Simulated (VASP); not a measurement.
Output of a VASP run:

File OSZICAR:
```
       N       E                     dE             d eps       ncg     rms          rms(c)
DAV:   1     0.817344214662E+02    0.81734E+02   -0.98749E+03  1347   0.252E+03
DAV:   2    -0.798585623796E+01   -0.89720E+02   -0.85079E+02  1405   0.345E+02
DAV:   3    -0.140609554885E+02   -0.60751E+01   -0.60419E+01  1352   0.837E+01
DAV:   4    -0.141541067456E+02   -0.93151E-01   -0.93106E-01  1504   0.109E+01
DAV:   5    -0.141553181952E+02   -0.12114E-02   -0.12114E-02  1342   0.115E+00    0.793E+00
DAV:   6    -0.120548504012E+02    0.21005E+01   -0.59184E+00  1863   0.510E+01    0.267E+00
DAV:   7    -0.120710332237E+02   -0.16183E-01   -0.39944E-01  1227   0.797E+00    0.180E+00
DAV:   8    -0.120663082982E+02    0.47249E-02   -0.58884E-02  1357   0.462E+00    0.718E-01
DAV:   9    -0.120616411518E+02    0.46671E-02   -0.21937E-02  1816   0.405E+00    0.168E-01
DAV:  10    -0.120618530461E+02   -0.21189E-03   -0.20145E-03  1465   0.807E-01    0.563E-02
DAV:  11    -0.120617911342E+02    0.61912E-04   -0.32112E-04  1813   0.317E-01    0.169E-02
DAV:  12    -0.120617967317E+02   -0.55974E-05   -0.28125E-05  1350   0.727E-02    0.975E-03
DAV:  13    -0.120617965572E+02    0.17443E-06   -0.16098E-06  1412   0.127E-02    0.311E-03
DAV:  14    -0.120617965103E+02    0.46894E-07   -0.10051E-07   935   0.315E-03
   1 F= -.12599429E+02 E0= -.12599429E+02  d E =-.220297E-11
```

File OUTCAR:
```
------------------------ aborting loop because EDIFF is reached ----------------------------------------
 Edisp (eV)   -0.53763
  FORCE on cell =-STRESS in cart. coord.  units (eV):
  Direction    XX          YY          ZZ          XY          YZ          ZX
  --------------------------------------------------------------------------------------
  Total       1.72068     1.72068     1.72068     0.00000     0.00000     0.00000
  in kB     127.18147   127.18147   127.18147     0.00000     0.00000     0.00000
  external pressure =      127.18 kB  Pullay stress =        0.00 kB
  volume of cell :       21.68
      direct lattice vectors                 reciprocal lattice vectors
     0.000000000  2.213020143  2.213020143    -0.225935585  0.225935585  0.225935585
     2.213020143  0.000000000  2.213020143     0.225935585 -0.225935585  0.225935585
     2.213020143  2.213020143  0.000000000     0.225935585  0.225935585 -0.225935585
  FREE ENERGIE OF THE ION-ELECTRON SYSTEM (eV)
  ---------------------------------------------------
  free  energy   TOTEN  =       -12.5994288876 eV

  energy  without entropy=      -12.5994288876  energy(sigma->0) =      -12.59942889
```
(Selected blocks of OUTCAR.)

**POSCAR**
```
GaN
1
    0.0000000000     2.2130201430     2.2130201430
    2.2130201430     0.0000000000     2.2130201430
    2.2130201430     2.2130201430     0.0000000000
Ga N
1 1
Direct
  0.0000000000   0.0000000000   0.0000000000
  0.2500000000   0.2500000000   0.2500000000
```

### Question
Write an INCAR and KPOINTS that could have produced this output.

### Answer
Several could match; the one computed here: the input of the run itself, PBE GGA with D3 dispersion (Becke-Johnson damping), plane waves, VASP's PBE PAW potentials (set 64).

**INCAR**
```
GGA  =  PE
PREC  =  Accurate
SYSTEM  =  GaN
LREAL  =  .FALSE.   ! projection in real space or not
ALGO  =  Normal   ! blocked Davidson
NELM  =  100   ! most electronic steps
LMAXMIX  =  4
SIGMA  =  0.05
ISMEAR  =  0   ! Gaussian
EDIFF  =  1E-7   ! SCF stop (eV)
LCHARG  =  .FALSE.
IVDW  =  12   ! D3, Becke-Johnson
LASPH  =  .TRUE.
ISIF  =  2
LWAVE  =  .FALSE.
ENCUT  =  520   ! plane-wave cut-off (eV)
```

KPOINTS:
```
Automatic mesh
0
G
  10 10 10
0 0 0
```

POTCAR, in this order: Ga_d N (PBE.64 set). Program: vasp_std.

The compound is GaN in the zinc blende structure, a metastable form; wurtzite is the usual one. This cell is one point of a volume scan, at 0.94 of the reference volume.
